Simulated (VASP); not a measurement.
Given:

```
CELL_PARAMETERS angstrom
      4.19262     0.00000     0.00000
      0.00000     4.19262     0.00000
      0.00000     0.00000     4.19262
ATOMIC_POSITIONS crystal
  K  0.00000 0.00000 0.00000
  Zn 0.50000 0.50000 0.50000
  F  0.50000 0.00000 0.50000
  F  0.00000 0.50000 0.50000
  F  0.50000 0.50000 0.00000
```

Calculation: revPBE GGA, VASP's PBE PAW potentials (set 64) (plane waves; VASP). Run with 520 eV cut-off, 6×6×6 Γ-centred mesh, tetrahedra with Blöchl corrections, potentials K_sv Zn F.

Question: Predict the energy per atom (σ→0), band gap (on the k-mesh) with the smallest direct gap where there is one.

Answer: 
The band gap (on the k-mesh) comes out as 3.68 eV. The smallest direct gap (on the k-mesh) is 4.97 eV and the energy per atom (σ→0) is -3.819 eV/atom.

The absolute energy has meaning only against runs of the same code, potentials and settings.

The compound is KZnF3 in the cubic perovskite structure. It was relaxed first, which changed the volume by +11 %.
